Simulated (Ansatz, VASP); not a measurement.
**TePd in VASP and in Ansatz**

File INCAR:

```
SYSTEM = TePd
PREC     = Accurate       ! precision mode
ENCUT    = 520            ! plane-wave cutoff, eV
EDIFF    = 1E-6           ! SCF threshold, eV
ISMEAR   = 0              ! smearing method
SIGMA    = 0.05           ! smearing width, eV
LREAL    = .False.        ! projectors in reciprocal space
LASPH    = .True.         ! aspherical terms in the spheres
NELM     = 150            ! most SCF steps
ALGO     = Normal         ! electronic algorithm
ISIF     = 2              ! what is computed and relaxed
LWAVE    = .False.        ! write WAVECAR
LCHARG   = .False.        ! write CHGCAR
ISPIN    = 2              ! spin polarisation
MAGMOM   = 0 0 2 2        ! initial moments
LORBIT   = 11             ! projections on sites
LMAXMIX  = 4              ! l up to which the mixer works
LDAU     = .True.         ! DFT+U
LDAUTYPE = 2            
LDAUL    = -1 2           ! shell
LDAUU    = 0 2.5          ! U, eV
LDAUJ    = 0 0          
LDAUPRINT= 1            
NBANDS   = 28             ! bands
```

File KPOINTS:

```
regular mesh
0
Gamma
  6 6 4
  0 0 0
```

File POSCAR:

```
TePd
1.0
    4.1520974300      0.0000000000      0.0000000000
   -2.0760487100      3.5958218500      0.0000000000
    0.0000000000      0.0000000000      5.6718989000
Te Pd
2 2
Direct
    0.3333333333      0.6666666667      0.2500000000
    0.6666666667      0.3333333333      0.7500000000
    0.0000000000      0.0000000000      0.0000000000
    0.0000000000      0.0000000000      0.5000000000
```

Input for Ansatz:

```yaml
crystal:
  lattice:
    - [4.15209743, 0.0, 0.0]
    - [-2.07604871, 3.59582185, 0.0]
    - [0.0, 0.0, 5.6718989]
  atoms:
    - { symbol: Te, position: [0.3333333333, 0.6666666667, 0.25] }
    - { symbol: Te, position: [0.6666666667, 0.3333333333, 0.75] }
    - { symbol: Pd, position: [0.0, 0.0, 0.0], spin: 2.0 }
    - { symbol: Pd, position: [0.0, 0.0, 0.5], spin: 2.0 }
basis:
  ecutwfc: 420
  ecutrho_ratio: 4
kpoints:
  mp_grid: { grid: [6, 6, 4] }
hamiltonian:
  xc: lda
  hubbard:
    sites: [{ site: 2, l: d, u_eff: 2.5 }, { site: 3, l: d, u_eff: 2.5 }]
scf:
  occupations: { method: gaussian, width: 0.05 }
  lower_state_search: "off"
  max_iter: 150
output:
  forces: true
  stress: true
  eigenvalues: true
  populations: true
  hubbard: { sites: [{ site: 2, l: d }, { site: 3, l: d }] }
magnetization:
  spin_polarized: true
```

Alike in both runs: task single point; functional LDA; k mesh 6 × 6 × 4; occupations gaussian, width 0.05 eV; collinear spin; Hubbard terms Pd d U = 2.5 eV.

|  | VASP | Ansatz |
| --- | --- | --- |
| version | VASP 6.6.1 | Ansatz 0.2.0 |
| potentials or method | VASP PAW LDA potentials, release 64 (Te, Pd) | scalar-relativistic, plane waves, PAW |
| plane-wave cutoff (eV) | 520 | 420 |
| valence electrons in the cell | 32 | 68 |

```csv
,VASP,Ansatz,Ansatz less VASP
gap on the k mesh at the Fermi level (eV),none,none,-
pressure (GPa),-5.8,-3.7,+2.10
largest component of the traceless stress (GPa),0.71,1.21,+0.505
net moment per atom (μB),0.00,0.00,-0.001
```

The programs project onto different local orbitals, so the same U acts differently. A gap of «none» marks a metal or a gap that the smearing closes. The two sets of potentials don't hold the same shells in valence. Ansatz warned: «filled_band_counts_differ_across_k_points».

Caveats: the U is typed as a test and isn't derived for this compound. The runs have no spin-orbit coupling, so splittings on Te are missing. The state reached can hang on the start; a lower one may exist.
